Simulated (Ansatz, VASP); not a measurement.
## Cross-check of Na10Li10Al4Si23O62 (glassy 66SiO2-6Al2O3-14Na2O-14Li2O (mol %)) between VASP and Ansatz

Aim: how closely do two programs agree when they are given the same cell, functional and k mesh? Of the first pair: The structure shown is the start of the Ansatz relaxation below; VASP solves that cell, so the two are compared at the walk's first step.

Calculated with Ansatz 0.2.0; plane waves, with VASP 6.6.1 beside it; single point at r2SCAN.

## (1) The structure

The cell holds 109 atoms: 23 Si, 4 Al, 10 Na, 10 Li and 62 O. Cell: a = 11.072 Å, b = 11.072 Å, c = 11.072 Å, α = 90.0°, β = 90.0°, γ = 90.0°. As first built, before any earlier steps moved the atoms (in the runner's words): 109 atoms (23 Si, 4 Al, 10 Na, 10 Li, 62 O) placed at random at 2.41 g/cm^3, melted at 4000 K for 10 ps at fixed volume with the Morse and Coulomb pair potential with partial charges (Pedone, Malavasi, Menziani, Cormack and Segre, J. Phys. Chem. B 110, 11780 (2006)). Quenched from 4000 K to 300 K at 50 K/ps and fixed volume, held 10 ps at zero pressure, then minimised at fixed cell.

## (2) Ansatz: relaxation, r2SCAN

Ansatz runs on its default PAW (the set named soft_2) files.

The two programs are compared at the cell with which this relaxation starts, whose forces are those of its first step.

Input file input.yaml:

```yaml
crystal:
  lattice:
    - [11.07229, 0.0, 0.0]
    - [0.0, 11.07229, 0.0]
    - [0.0, 0.0, 11.07229]
  atoms:
    - { symbol: Si, position: [0.00692, 0.46353, 0.19083] }
    - { symbol: Si, position: [0.23316, 0.33918, 0.29396] }
    - { symbol: Si, position: [0.58648, 0.17954, 0.06398] }
    - { symbol: Si, position: [0.62103, 0.43747, 0.46382] }
    - { symbol: Si, position: [0.24532, 0.7092, 0.36003] }
    - { symbol: Si, position: [0.96716, 0.89121, 0.90077] }
    - { symbol: Si, position: [0.33263, 0.85661, 0.59728] }
    - { symbol: Si, position: [0.69034, 0.93677, 0.93033] }
    - { symbol: Si, position: [0.4814, 0.02213, 0.27522] }
    - { symbol: Si, position: [0.86671, 0.2639, 0.87209] }
    - { symbol: Si, position: [0.76772, 0.62284, 0.62773] }
    - { symbol: Si, position: [0.23136, 0.19106, 0.52666] }
    - { symbol: Si, position: [0.49025, 0.08141, 0.54193] }
    - { symbol: Si, position: [0.17514, 0.56386, 0.58082] }
    - { symbol: Si, position: [0.44208, 0.5268, 0.25357] }
    - { symbol: Si, position: [0.71452, 0.09246, 0.70273] }
    - { symbol: Si, position: [0.07239, 0.84815, 0.16106] }
    - { symbol: Si, position: [0.64324, 0.79784, 0.32605] }
    - { symbol: Si, position: [0.42315, 0.45206, 0.6717] }
    - { symbol: Si, position: [0.00218, 0.75064, 0.65693] }
    - { symbol: Si, position: [0.12664, 0.51768, 0.9305] }
    - { symbol: Si, position: [0.03527, 0.32065, 0.64917] }
    - { symbol: Si, position: [0.84785, 0.22919, 0.13761] }
    - { symbol: Al, position: [0.19795, 0.06458, 0.28918] }
    - { symbol: Al, position: [0.842, 0.6784, 0.16078] }
    - { symbol: Al, position: [0.85226, 0.54292, 0.88857] }
    - { symbol: Al, position: [0.25203, 0.27232, 0.81009] }
    - { symbol: Na, position: [0.61363, 0.37765, 0.83496] }
    - { symbol: Na, position: [0.0987, 0.11402, 0.02036] }
    - { symbol: Na, position: [0.93655, 0.73689, 0.39458] }
[... 73 atom lines left out ...]
    - { symbol: O, position: [0.53093, 0.08566, 0.4017] }
    - { symbol: O, position: [0.06387, 0.85847, 0.01082] }
    - { symbol: O, position: [0.16464, 0.09725, 0.44008] }
    - { symbol: O, position: [0.9595, 0.28394, 0.53933] }
    - { symbol: O, position: [0.91999, 0.56433, 0.24481] }
    - { symbol: O, position: [0.55973, 0.73459, 0.4154] }
kpoints:
  mp_grid: { grid: [1, 1, 1] }
hamiltonian:
  xc: r2scan
scf:
  occupations: { method: fixed }
output:
  forces: true
relax:
  f_tol: 0.05
  max_steps: 150
  cell: {}
```

On the command line:

```console
ansatz run input.yaml --threads 4 --pin off --max-ram 8192MiB --backend cpu --events-out ev --progress --plain --runs-dir out
```

Numbers of over 12 decimals in the logs are rounded to 6 here.

Log:

```text
Engine: ansatz 0.2.0, aarch64-unknown-linux-gnu
Pseudopotentials: kind: paw
Pseudopotential: Si, paw, valence charge 4, recommended cutoff 500 eV (meta_gga), Si.paw.azcp
Pseudopotential: Al, paw, valence charge 3, recommended cutoff 500 eV (meta_gga), Al.paw.azcp
Pseudopotential: Na, paw, valence charge 9, recommended cutoff 500 eV (meta_gga), Na.paw.azcp
Pseudopotential: Li, paw, valence charge 3, recommended cutoff 500 eV (meta_gga), Li.paw.azcp
Pseudopotential: O, paw, valence charge 6, recommended cutoff 500 eV (meta_gga), O.paw.azcp
Functional definition: r2SCAN
  parameter k0 = 0.174
  parameter k1 = 0.065
  parameter a1 = 4.9479
  exchange = r2scan_x(k0 = k0, k1 = k1, a1 = a1)
  correlation = r2scan_c
Crystal: 109 atoms, lattice volume = 1357.414 Å³
Basis set: ecut = 500 eV, 34457 PW (Γ), exchange–correlation on 324×324×324 points (64 copies of the dense FFT grid, shifted against one another)
Bands: 407, of which v1, the nominal top of the filled ones, is band 298 counted from 1 (297 counted from 0)
Symmetry: 1 space group operations
Space group: P1 (ITA 1), of the structure as read, at distance tolerance 1.1e-4 Å
k-points: 1
Non-local potential: Si, projectors of the file, l = 0: 2, l = 1: 2, l = 2: 2
Non-local potential: Al, projectors of the file, l = 0: 2, l = 1: 2, l = 2: 1
Non-local potential: Na, projectors of the file, l = 0: 3, l = 1: 2, l = 2: 1
Non-local potential: Li, projectors of the file, l = 0: 3, l = 1: 2, l = 2: 1
Non-local potential: O, projectors of the file, l = 0: 2, l = 1: 2, l = 2: 1
PAW form: soft (Blöchl's): semilocal exchange-correlation on the pseudo side does not see the compensation charge
PAW frozen core: Si, regenerated for the run's functional (the file was generated under x = pbe(κ = 0.804, μ = 0.219515), c = pbe(β = 0.066725))
PAW frozen core: Al, regenerated for the run's functional (the file was generated under x = pbe(κ = 0.804, μ = 0.219515), c = pbe(β = 0.066725))
PAW frozen core: Na, regenerated for the run's functional (the file was generated under x = pbe(κ = 0.804, μ = 0.219515), c = pbe(β = 0.066725))
PAW frozen core: O, regenerated for the run's functional (the file was generated under x = pbe(κ = 0.804, μ = 0.219515), c = pbe(β = 0.066725))
PAW one-centre angular grid: Si, 302 points (default); XC on 160 Gauss nodes
PAW one-centre angular grid: Al, 302 points (default); XC on 160 Gauss nodes
PAW one-centre angular grid: Na, 302 points (default); XC on 339 of its mesh's 2595 points in the sphere
PAW one-centre angular grid: Li, 302 points (default); XC on 327 of its mesh's 2665 points in the sphere
PAW one-centre angular grid: O, 302 points (default); XC on 160 Gauss nodes
Initial density: superposition of atomic densities (neutral atoms: chi_scale 0, normalization atom), corrected by the library's trained network
Initial wavefunctions: pseudopotential atomic-orbital guess
Functional: x = r2scan, c = r2scan; τ floored in thin density (d = 2e-4 eV/Å³)
SCF iter   1: F=—  HF=-69179.211749 eV  |F-HF|=—  |Δ(HF+E_count)|=         —  Δρ=7.84e-3  dr2=8.18e-1  dr2_τ=7.56e0  ethr=1.77e-3  ⟨swp⟩=4.0  Hψ=1355  notcnv=0  defer=107
preconditioner: auto → Resta (q_TF=auto, 2.379 Å⁻¹)  ε∞=2.6  [insulator: Δε(μ)=3.371 eV  Ē_g=18.884 eV  n_scr=304 (ndim 8)  ℏωp=23.8 eV  f_vac=0.122  ε∞_Penn≈2.6]
SCF iter   2: F=—  HF=-69181.985183 eV  |F-HF|=—  |Δ(HF+E_count)|=    2.77e0  Δρ=4.57e-3  dr2=1.88e-1  dr2_τ=1.97e-2  ethr=1.37e-4  ⟨swp⟩=3.0  Hψ=699  notcnv=0  defer=107
SCF iter   3: F=—  HF=-69181.963284 eV  |F-HF|=—  |Δ(HF+E_count)|=   2.19e-2  Δρ=1.13e-3  dr2=1.61e-2  dr2_τ=2.27e-3  ethr=3.16e-5  ⟨swp⟩=2.0  Hψ=491  notcnv=0  defer=90
automatic band count: iteration 3 solves 390 bands in place of 407: the levels show a gap, and the empty bands left out lie too high to hold charge; the band table lists the bands solved (type scf.n_extra_bands for more)
SCF iter   4: F=—  HF=-69181.962030 eV  |F-HF|=—  |Δ(HF+E_count)|=   1.25e-3  Δρ=4.61e-4  dr2=2.21e-3  dr2_τ=3.83e-4  ethr=2.70e-6  ⟨swp⟩=3.0  Hψ=511  notcnv=0  defer=90
SCF iter   5: F=—  HF=-69181.961773 eV  |F-HF|=—  |Δ(HF+E_count)|=   2.58e-4  Δρ=1.31e-4  dr2=2.37e-4  dr2_τ=2.18e-5  ethr=3.71e-7  ⟨swp⟩=3.0  Hψ=599  notcnv=0  defer=90
SCF iter   6: F=—  HF=-69181.961860 eV  |F-HF|=—  |Δ(HF+E_count)|=   8.71e-5  Δρ=5.27e-5  dr2=3.38e-5  dr2_τ=3.93e-6  ethr=3.97e-8  ⟨swp⟩=2.0  Hψ=505  notcnv=0  defer=88
SCF iter   7: F=—  HF=-69181.965147 eV  |F-HF|=—  |Δ(HF+E_count)|=   3.29e-3  Δρ=1.48e-5  dr2=3.15e-6  dr2_τ=3.36e-7  ethr=5.67e-9  ⟨swp⟩=2.0  Hψ=580  notcnv=0  defer=88
SCF iter   8: F=—  HF=-69181.965149 eV  |F-HF|=—  |Δ(HF+E_count)|=   2.81e-6  Δρ=8.04e-6  dr2=7.94e-7  dr2_τ=8.97e-8  ethr=5.28e-10  ⟨swp⟩=2.0  Hψ=580  notcnv=0  defer=88
[...]
- { symbol: Si, position: [0.607208, 0.157285, 0.069793] }
    - { symbol: Si, position: [0.614596, 0.448713, 0.472253] }
    - { symbol: Si, position: [0.247756, 0.707958, 0.370125] }
    - { symbol: Si, position: [0.974356, 0.880679, 0.907638] }
    - { symbol: Si, position: [0.333356, 0.836956, 0.620474] }
    - { symbol: Si, position: [0.698913, 0.924645, 0.943395] }
    - { symbol: Si, position: [0.500172, 0.019344, 0.285318] }
    - { symbol: Si, position: [0.858050, 0.280885, 0.859232] }
    - { symbol: Si, position: [0.763010, 0.640494, 0.623839] }
    - { symbol: Si, position: [0.236209, 0.202859, 0.508234] }
    - { symbol: Si, position: [0.478396, 0.069713, 0.558662] }
    - { symbol: Si, position: [0.160281, 0.560421, 0.577113] }
    - { symbol: Si, position: [0.441179, 0.534490, 0.252077] }
    - { symbol: Si, position: [0.709917, 0.085331, 0.713791] }
    - { symbol: Si, position: [0.087602, 0.846982, 0.163139] }
    - { symbol: Si, position: [0.662518, 0.810508, 0.327615] }
    - { symbol: Si, position: [0.412048, 0.450909, 0.684373] }
    - { symbol: Si, position: [-0.000290442, 0.752152, 0.656972] }
    - { symbol: Si, position: [0.122882, 0.513830, 0.916882] }
    - { symbol: Si, position: [0.023776, 0.318235, 0.622251] }
    - { symbol: Si, position: [0.857088, 0.242437, 0.127192] }
    - { symbol: Al, position: [0.218024, 0.073107, 0.274525] }
    - { symbol: Al, position: [0.857084, 0.682420, 0.157921] }
    - { symbol: Al, position: [0.848426, 0.542414, 0.880486] }
    - { symbol: Al, position: [0.245671, 0.271876, 0.798878] }
    - { symbol: Na, position: [0.576847, 0.319531, 0.820295] }
    - { symbol: Na, position: [0.085205, 0.120871, 0.015566] }
    - { symbol: Na, position: [0.944344, 0.757553, 0.399897] }
    - { symbol: Na, position: [0.950518, 0.079944, 0.409974] }
    - { symbol: Na, position: [0.370718, 0.496520, 0.987170] }
    - { symbol: Na, position: [0.885981, 0.444665, 0.423261] }
    - { symbol: Na, position: [0.584434, 0.683742, 0.808114] }
    - { symbol: Na, position: [0.451829, -0.068148, 0.830732] }
    - { symbol: Na, position: [0.816744, 0.963231, 0.194287] }
    - { symbol: Na, position: [0.687545, 0.470421, 0.104014] }
    - { symbol: Li, position: [0.789113, 0.891205, 0.554542] }
    - { symbol: Li, position: [0.549199, 0.770547, 0.565831] }
    - { symbol: Li, position: [0.786429, 0.222546, 0.525457] }
    - { symbol: Li, position: [0.180046, 0.017866, 0.800627] }
    - { symbol: Li, position: [0.958180, 0.00451967, 0.676724] }
    - { symbol: Li, position: [0.171042, 0.759296, 0.845142] }
    - { symbol: Li, position: [0.349081, 0.183117, 0.016805] }
    - { symbol: Li, position: [0.605739, 0.233062, 0.336694] }
    - { symbol: Li, position: [0.579072, 0.723878, 0.099264] }
    - { symbol: Li, position: [0.336511, 0.632154, 0.777690] }
    - { symbol: O, position: [0.291325, 0.517026, 0.625258] }
    - { symbol: O, position: [0.247078, 0.889435, 0.726434] }
    - { symbol: O, position: [-0.000965335, 0.529659, 0.840567] }
    - { symbol: O, position: [0.754697, 0.578552, 0.756433] }
    - { symbol: O, position: [0.344117, 0.422430, 0.218766] }
    - { symbol: O, position: [0.267795, 0.314927, 0.422773] }
    - { symbol: O, position: [0.707837, 0.258563, 0.111505] }
    - { symbol: O, position: [0.501826, 0.572805, 0.125625] }
    - { symbol: O, position: [0.805516, 0.061353, 0.607565] }
    - { symbol: O, position: [0.188164, 0.389437, 0.882424] }
    - { symbol: O, position: [0.596577, 0.828377, 0.959402] }
    - { symbol: O, position: [0.840171, 0.885062, 0.971936] }
    - { symbol: O, position: [0.898077, 0.375989, 0.164957] }
    - { symbol: O, position: [0.462253, 0.521280, 0.802837] }
    - { symbol: O, position: [0.443175, 0.937960, 0.593325] }
    - { symbol: O, position: [0.278383, 0.803935, 0.479644] }
    - { symbol: O, position: [0.910888, 0.219216, -0.015199] }
    - { symbol: O, position: [0.717066, 0.728162, 0.213064] }
    - { symbol: O, position: [0.011895, 0.000611729, 0.845225] }
    - { symbol: O, position: [0.127292, 0.676950, 0.659527] }
    - { symbol: O, position: [0.582361, 0.911626, 0.243569] }
    - { symbol: O, position: [0.777105, 0.882104, 0.385627] }
    - { symbol: O, position: [0.417089, 0.738036, 0.679486] }
    - { symbol: O, position: [0.514140, 0.436604, 0.578904] }
[...]
- { symbol: O, position: [0.686213, 0.328936, 0.447697] }
    - { symbol: O, position: [0.790407, 0.397658, 0.900386] }
    - { symbol: O, position: [0.540736, 0.075770, 0.422639] }
    - { symbol: O, position: [0.084097, 0.839755, 0.0077663] }
    - { symbol: O, position: [0.162530, 0.108018, 0.424467] }
    - { symbol: O, position: [0.945326, 0.266855, 0.511929] }
    - { symbol: O, position: [0.939787, 0.577766, 0.251977] }
    - { symbol: O, position: [0.567147, 0.744264, 0.406670] }
```

## (3) VASP: single point, r2SCAN, start cell, pair 1

The same cell, functional and mesh now go to VASP, with its own data sets.

Lines of VASP's logs that name or quote its potential files are left out, and so is its time.

Input file INCAR:

```
SYSTEM = Na10Li10Al4Si23O62
PREC = Accurate
ENCUT = 720
EDIFF = 1E-06
NELM = 120
ISMEAR = 0
SIGMA = 0.01
LREAL = Auto
ALGO = Normal
METAGGA = R2SCAN
LASPH = .TRUE.
NBANDS = 368
LORBIT = 11
LWAVE = .FALSE.
LCHARG = .FALSE.
ISIF = 2
GGA_COMPAT = .FALSE.
EFERMI = MIDGAP
LMIXTAU = .TRUE.
NCORE = 2
```

Input file POSCAR:

```
Na10Li10Al4Si23O62
1.0
   11.0722900000      0.0000000000      0.0000000000
    0.0000000000     11.0722900000      0.0000000000
    0.0000000000      0.0000000000     11.0722900000
Si Al Na Li O
23 4 10 10 62
Direct
    0.0069181714      0.4635265153      0.1908277330
    0.2331586329      0.3391800612      0.2939590636
    0.5864821098      0.1795382888      0.0639795381
    0.6210278091      0.4374704781      0.4638245566
    0.2453241380      0.7092028840      0.3600339225
    0.9671621679      0.8912067874      0.9007712045
    0.3326321836      0.8566068988      0.5972838500
    0.6903359648      0.9367709841      0.9303314852
    0.4813999633      0.0221273106      0.2752185862
    0.8667132093      0.2639020474      0.8720869847
    0.7677183311      0.6228431517      0.6277292231
    0.2313613534      0.1910625535      0.5266570872
    0.4902508876      0.0814104399      0.5419294473
    0.1751399214      0.5638580637      0.5808193246
    0.4420765713      0.5268015921      0.2535699480
    0.7145224701      0.0924560321      0.7027272588
    0.0723879161      0.8481533630      0.1610597266
    0.6432364037      0.7978385682      0.3260481797
    0.4231464313      0.4520564400      0.6717038661
    0.0021766048      0.7506396599      0.6569282416
    0.1266404691      0.5176797212      0.9305030847
    0.0352682236      0.3206473096      0.6491701355
    0.8478462902      0.2291937801      0.1376138089
    0.1979536302      0.0645756208      0.2891813708
    0.8420028738      0.6783962487      0.1607797484
    0.8522627207      0.5429229184      0.8885695732
    0.2520255521      0.2723194570      0.8100943888
    0.6136309652      0.3776454555      0.8349582607
    0.0986968369      0.1140233863      0.0203571258
    0.9365542268      0.7368936327      0.3945796217
[... 73 atom lines left out ...]
    0.5309290129      0.0856643025      0.4016964874
    0.0638711594      0.8584673992      0.0108198033
    0.1646362225      0.0972517880      0.4400805976
    0.9595034090      0.2839430687      0.5393283594
    0.9199903543      0.5643277046      0.2448093394
    0.5597306429      0.7345905860      0.4153973568
```

Input file KPOINTS:

```
Automatic mesh
0
Gamma
1 1 1
0 0 0
```

PAW data sets: Si, Al, Na_pv, Li_sv and O (PBE family, release 64).

On the command line:

```console
mpirun -np 8 vasp_gam
```

Log:

```text
[banner, memory and clock lines left out]
running    8 mpi-ranks, on    1 nodes
[...]
|                                                                             |
|               ----> ADVICE to this user running VASP <----                  |
|                                                                             |
|     You enforced a specific xc type in the INCAR file but a different       |
|     [... a line on the potential file left out ...]
|     I HOPE YOU KNOW WHAT YOU ARE DOING!                                     |
|                                                                             |

 LDA part: xc-table for (None), standard interpolation
 POSCAR, INCAR and KPOINTS ok, starting setup
[...]
entering main loop
       N       E                     dE             d eps       ncg     rms          rms(c)
DAV:   1     0.869090924596E+04    0.86909E+04   -0.37628E+05   736   0.225E+03
DAV:   2     0.128969529440E+03   -0.85619E+04   -0.80238E+04   824   0.566E+02
DAV:   3    -0.111717791838E+04   -0.12461E+04   -0.12132E+04   800   0.227E+02
DAV:   4    -0.121231242925E+04   -0.95135E+02   -0.93896E+02   952   0.622E+01
[...]
DAV:  29    -0.954467349519E+03    0.67407E-05   -0.21366E-06   552   0.281E-03    0.730E-04
DAV:  30    -0.954467341784E+03    0.77352E-05   -0.12820E-06   512   0.231E-03    0.602E-04
DAV:  31    -0.954467342724E+03   -0.93981E-06   -0.55817E-07   488   0.157E-03
   1 F= -.95446734E+03 E0= -.95446734E+03  d E =0.000000E+00
```

OUTCAR, selected parts (step 3):

```text
  Total       18.0608080     28.1911671     -6.8265261      2.9376322     -1.9061589      0.1924864
  in kB       21.3174574     33.2744803     -8.0574567      3.4673338     -2.2498695      0.2271947
  external PRESSURE =      15.5114936 kB  Pullay stress =       0.0000000 kB

 POSITION                                       TOTAL-FORCE (eV/Angst)
 -----------------------------------------------------------------------------------
      0.07660      5.13230      2.11290         0.962394     -0.301151     -2.078331
      2.58160      3.75550      3.25480         0.042182     -1.107830      0.503570
      6.49370      1.98790      0.70840         1.629934     -2.038296      0.053019
      6.87620      4.84380      5.13560        -0.603494      0.491846      0.719887
      2.71630      7.85250      3.98640         0.114706     -0.512361      1.428218
     10.70870      9.86770      9.97360        -0.153807      0.356713     -0.646813
      3.68300      9.48460      6.61330        -0.244500      0.766120      0.107014
      7.64360     10.37220     10.30090         0.572369      1.566044     -0.102004
      5.33020      0.24500      3.04730         0.200036     -0.312656      0.944836
[...]
5.51370      6.13810      1.40110         0.721807      0.450109     -1.519148
      8.97670      0.68430      6.69670         1.502721     -0.421735     -1.861839
      2.05390      4.28950      9.88610         0.300853     -0.718622      0.280465
      6.68520      9.20610     10.61380        -1.353884     -1.884109      0.271836
[...]
-----------------------------------------------------------------------------------
    total drift:                               -0.003409      0.021727     -0.042963

  FREE ENERGIE OF THE ION-ELECTRON SYSTEM (eV)
  ---------------------------------------------------
  free  energy   TOTEN  =      -954.4673427237 eV

  energy  without entropy=     -954.4673427237  energy(sigma->0) =     -954.46734272

[... 3 further parts left out ...]
[key lines of the parts left out:]
E-fermi :   4.2101
```

The run ends at a pressure of 1.55 GPa, with forces up to 2.7 eV/Å.

## (4) Side by side

Known differences besides the potentials themselves: VASP keeps PBE cores, Ansatz makes them for the functional; fixed occupations in Ansatz, narrow Gaussian smearing in VASP; the data sets hold 596 valence electrons in Ansatz (on its default PAW (the set named soft_2) files) and 576 in VASP; the cutoff is 500 eV in Ansatz and 720 eV in VASP (PREC = Accurate, projectors in real space). Total energies have different zeros and are not compared.

Forces on 10 of the 109 atoms, those with the largest forces and the largest differences (eV/Å; atoms numbered as in POSCAR):

```tsv
atom	Ansatz x, y, z	VASP x, y, z
Si3	1.627, -2.035, 0.033	1.630, -2.038, 0.053
Si12	0.169, 0.647, -2.358	0.201, 0.647, -2.283
O49	-1.220, 1.084, 1.120	-1.287, 1.143, 1.185
O56	1.432, -0.405, -1.803	1.503, -0.422, -1.862
O66	1.122, 1.168, -0.325	1.165, 1.245, -0.385
O69	2.187, 1.379, 0.521	2.248, 1.406, 0.545
O72	1.928, 1.569, -0.366	1.998, 1.612, -0.393
O90	-1.443, 1.440, -1.043	-1.497, 1.490, -1.083
O107	-1.468, -0.985, -1.631	-1.527, -1.015, -1.702
O109	-1.316, -1.019, 1.298	-1.383, -1.056, 1.377
```

The forces differ by 30 meV/Å r.m.s., which is 3.8 % of the r.m.s. force of 0.790 eV/Å (both taken over all components).

[end of part 1 of 2]

[Lines on the potential files, build, host, timing and source positions are cut from VASP's logs without a mark.]

[Logs are printed without paths, hosts, clocks, repeated set-up lines and the standing remarks that a program may print on its own settings, such as how far it seeks lower states.]

[Hosts, paths, dates, database ids (printed as entryN), source tags and the programs' standing remarks are cut or masked in the printed files.]
